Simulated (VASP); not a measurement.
Here is the system:

```
CELL_PARAMETERS angstrom
      0.00000     3.28672     3.28672
      3.28672     0.00000     3.28672
      3.28672     3.28672     0.00000
ATOMIC_POSITIONS crystal
  K  0.00000 0.00000 0.00000
  Br 0.50000 0.50000 0.50000
```

Calculation: optB86b-vdW, VASP's PBE PAW potentials (set 64) (plane waves; VASP). Run with 520 eV cut-off, Gaussian smearing of 0.050 eV, potentials K_sv Br.

Q: Give the energies of bands 6 to 11 at the high-symmetry points, in eV from the valence-band maximum.

A: 
| band | Γ | X | U | L | W |
|---|---|---|---|---|---|
| 6 | 0.00 | -0.84 | -0.72 | -1.22 | -0.61 |
| 7 | 0.00 | -0.29 | -0.66 | -0.35 | -0.61 |
| 8 | 0.00 | -0.29 | -0.34 | -0.35 | -0.56 |
| 9 | 4.39 | 5.78 | 6.53 | 6.54 | 7.34 |
| 10 | 7.55 | 7.20 | 8.17 | 8.24 | 7.34 |
| 11 | 7.55 | 9.42 | 8.45 | 9.76 | 8.28 |

The gap is direct, 4.39 eV, from the valence maximum at Γ to the conduction minimum at Γ.

Measured: gap 7.40 eV (computed value off by -3.01 eV), as given by Aguado et al., (1998), arXiv:cond-mat/9809176.

The compound is KBr in the rock salt structure. It was relaxed first.
